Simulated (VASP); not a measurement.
Here is the system:

```
Se
1.0
    2.04402    -3.54035     0.00000
    2.04402     3.54035     0.00000
    0.00000     0.00000     5.07587
Se
3
Direct
  0.00000   0.24671   0.66667
  0.75329   0.75329   0.00000
  0.24671   0.00000   0.33333
```

The numbers are results of TPSS meta-GGA, VASP's PBE PAW potentials (set 64) (plane waves; VASP), not measurements. Run with 520 eV cut-off, 6×6×4 Γ-centred mesh, Gaussian smearing of 0.050 eV, potentials Se.

Energy and stress use the plane-wave basis of the starting cell. Without a dispersion term in the relaxation, distances and binding between the weakly bound layers, chains or molecules are unreliable, and so is what depends on them.

Question: The ions, cell shape and volume are relaxed. What does this cell relax into?

Answer: 
```
Se
1.0
    2.18272    -3.78058     0.00000
    2.18272     3.78058     0.00000
    0.00000     0.00000     5.07248
Se
3
Cartesian
  0.49632   0.85965   3.38165
  3.37280   0.00000   0.00000
  0.49632  -0.85965   1.69082
```
Space group P3_121 (152), at a tolerance of 0.03 Å.

Question: How do energy and volume change from the first to the last step?

Answer: The energy (σ→0) changes by -17.4 meV/atom and the volume by +14.0 %, in 13 ionic steps.

The compound is Se in the trig structure. This run relaxes it. Symmetry was kept, so distortions that lower it aren't found.
